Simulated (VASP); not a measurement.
VASP input:

KPOINTS:
```
Automatic mesh
0
Gamma
6 6 6
0 0 0
```

### INCAR
```
SYSTEM = SrCl2
PREC = Accurate; ENCUT = 520; LREAL = F
LASPH = T
EDIFF = 1E-7; NELM = 100; ALGO = Normal
LMAXMIX = 4
ISMEAR = 0; SIGMA = 0.05
GGA = MK; LUSE_VDW = T; AGGAC = 0.0
PARAM1 = 0.1234568; PARAM2 = 0.7114; ZAB_VDW = -1.8867
ISIF = 2
LWAVE = F; LCHARG = F
```

File POSCAR:
```
SrCl2
4.8723540
  0.0000000000   0.7071067230   0.7071067230
  0.7071067230   0.0000000000   0.7071067230
  0.7071067230   0.7071067230   0.0000000000
Sr Cl
1 2
Cart
  0.0000000000   0.0000000000   0.0000000000
  0.3535533615   0.3535533615   0.3535533615
  1.0606600845   1.0606600845   1.0606600845
```

POTCAR, in this order: Sr_sv Cl (PBE.64 set). Program: vasp_std.

Write an equivalent input for Quantum ESPRESSO's pw.x.

One equivalent input (not run):
```
&CONTROL
  calculation = 'scf'
  pseudo_dir = './pseudo'
  outdir = './out'
  tprnfor = .true.
  tstress = .true.
/
&SYSTEM
  ibrav = 0
  nat = 3
  ntyp = 2
  ecutwfc = 68
  occupations = 'smearing'
  smearing = 'gaussian'
  degauss = 0.003675
  input_dft = 'vdw-df2-b86r'
/
&ELECTRONS
  conv_thr = 7.3e-09
  electron_maxstep = 100
/
ATOMIC_SPECIES
  Sr 87.620 Sr.upf
  Cl 35.450 Cl.upf
CELL_PARAMETERS angstrom
     0.0000000    3.4452743    3.4452743
     3.4452743    0.0000000    3.4452743
     3.4452743    3.4452743    0.0000000
ATOMIC_POSITIONS crystal
  Sr   0.0000000  0.0000000  0.0000000
  Cl   0.2500000  0.2500000  0.2500000
  Cl   0.7500000  0.7500000  0.7500000
K_POINTS automatic
  6 6 6 0 0 0
```
The two are equivalent in intent, not identical: the potentials are each code's own (VASP's PAW set, PseudoDojo norm-conserving files in pw.x), so ENCUT and ecutwfc are chosen apart and not converted; conv_thr bounds pw.x's estimated SCF error, while EDIFF bounds the energy change between steps.

The compound is SrCl2 in the fluorite structure. This cell is one point of a volume scan, at 0.97 of the reference volume.
